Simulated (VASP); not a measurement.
Level of theory: RPBE GGA, VASP's PBE PAW potentials (set 64) (plane waves; VASP).

VASP input:

INCAR:
```
SYSTEM = WSi2
PREC = Accurate; ENCUT = 520; LREAL = .FALSE.
LASPH = .TRUE.
EDIFF = 1E-7; NELM = 100; ALGO = Normal
LMAXMIX = 6
ISMEAR = 1; SIGMA = 0.1
GGA = RP
IBRION = 2; NSW = 30; ISIF = 4
EDIFFG = -0.01
LWAVE = .FALSE.; LCHARG = .FALSE.
```

**KPOINTS**
```
kpoints
0
Gamma
 13 13 13
```

File POSCAR:
```
WSi2
1.0
 -1.6213329626   1.6213329626   3.9466394528
  1.6213329626  -1.6213329626   3.9466394528
  1.6213329626   1.6213329626  -3.9466394528
Si W
2 1
Cartesian
  1.6213329626   1.6213329626   1.3074552264
 -0.0000000000   0.0000000000   2.6391842264
  1.6213329626   1.6213329626   3.9466394528
```

POTCAR, in this order: Si W_sv (PBE.64 set). Program: vasp_std.

Output of the run:

**OSZICAR**
```
       N       E                     dE             d eps       ncg     rms          rms(c)
DAV:   1     0.128726896925E+03    0.12873E+03   -0.11160E+04  5880   0.148E+03
DAV:   2    -0.200505314201E+02   -0.14878E+03   -0.14703E+03  6678   0.360E+02
DAV:   3    -0.244857947929E+02   -0.44353E+01   -0.43056E+01  8043   0.525E+01
DAV:   4    -0.245172434711E+02   -0.31449E-01   -0.31390E-01  6580   0.527E+00
DAV:   5    -0.245176534110E+02   -0.40994E-03   -0.40992E-03  8015   0.603E-01    0.241E+01
DAV:   6    -0.237558587277E+02    0.76179E+00   -0.48150E+00  7112   0.161E+01    0.819E+00
DAV:   7    -0.236774613901E+02    0.78397E-01   -0.32040E-01  6657   0.332E+00    0.444E+00
DAV:   8    -0.236549778304E+02    0.22484E-01   -0.49976E-02  7616   0.205E+00    0.342E-01
DAV:   9    -0.236546720731E+02    0.30576E-03   -0.13232E-03  7000   0.309E-01    0.208E-01
DAV:  10    -0.236546200121E+02    0.52061E-04   -0.37694E-04  7322   0.196E-01    0.372E-02
DAV:  11    -0.236546111148E+02    0.88973E-05   -0.44255E-05  7378   0.561E-02    0.164E-02
DAV:  12    -0.236546108341E+02    0.28071E-06   -0.19319E-06  7273   0.103E-02    0.366E-03
DAV:  13    -0.236546100579E+02    0.77617E-06   -0.29344E-07  6471   0.530E-03    0.572E-04
DAV:  14    -0.236546099468E+02    0.11107E-06   -0.15208E-08  3472   0.135E-03    0.412E-04
DAV:  15    -0.236546099402E+02    0.65952E-08   -0.39536E-09  3458   0.707E-04
   1 F= -.23654610E+02 E0= -.23654629E+02  d E =-.236546E+02
       N       E                     dE             d eps       ncg     rms          rms(c)
DAV:   1    -0.236546500344E+02   -0.40088E-04   -0.14341E-03  6860   0.337E-01    0.279E-02
DAV:   2    -0.236546291632E+02    0.20871E-04   -0.56675E-05  6993   0.607E-02    0.143E-02
DAV:   3    -0.236546231516E+02    0.60116E-05   -0.14652E-05  7539   0.288E-02    0.390E-03
DAV:   4    -0.236546230253E+02    0.12634E-06   -0.10537E-06  6755   0.808E-03    0.211E-03
DAV:   5    -0.236546230268E+02   -0.15511E-08   -0.42215E-08  3430   0.145E-03
   2 F= -.23654623E+02 E0= -.23654642E+02  d E =-.130866E-04
```

**OUTCAR**
```
------------------------ aborting loop because EDIFF is reached ----------------------------------------
  FORCE on cell =-STRESS in cart. coord.  units (eV):
  Direction    XX          YY          ZZ          XY          YZ          ZX
  --------------------------------------------------------------------------------------
  Total       -0.0272284     -0.0272284     -0.0448487      0.0000000      0.0000000      0.0000000
  in kB       -1.0512393     -1.0512393     -1.7315229      0.0000000      0.0000000      0.0000000
  external PRESSURE =      -1.2780005 kB  Pullay stress =       0.0000000 kB
  volume of cell :       41.50
      direct lattice vectors                 reciprocal lattice vectors
    -1.621084228  1.621084228  3.947850668     0.000000000  0.308435547  0.126651194
     1.621084228 -1.621084228  3.947850668     0.308435547  0.000000000  0.126651194
     1.621084228  1.621084228 -3.947850668     0.308435547  0.308435547  0.000000000
 POSITION                                       TOTAL-FORCE (eV/Angst)
 -----------------------------------------------------------------------------------
      0.00000      0.00000      5.25499         0.000000      0.000000     -0.000974
      1.62108      1.62108     -1.30714        -0.000000     -0.000000      0.000974
      1.62108      1.62108      3.94785         0.000000      0.000000     -0.000000
 -----------------------------------------------------------------------------------
    total drift:                                0.000000     -0.000000      0.000000
  FREE ENERGIE OF THE ION-ELECTRON SYSTEM (eV)
  ---------------------------------------------------
  free  energy   TOTEN  =       -23.6546230268 eV

  energy  without entropy=      -23.6546790231  energy(sigma->0) =      -23.65464169

 reached required accuracy - stopping structural energy minimisation
```
(Selected blocks of OUTCAR.)

**CONTCAR**
```
WSi2
   1.00000000000000
    -1.6210842281060196    1.6210842281060196    3.9478506676920424
     1.6210842281060196   -1.6210842281060196    3.9478506676920424
     1.6210842281060196    1.6210842281060196   -3.9478506676920424
  Si              W
     2     1
Direct
     0.6655508229264583    0.6655508229264583    0.0000000000000000
     0.3344491770735417    0.3344491770735417    1.0000000000000000
     1.0000000000000000    1.0000000000000000    1.0000000000000000
```

The compound is WSi2 in the MoSi2 type structure. This run relaxes it. Symmetry was kept, so distortions that lower it aren't found.
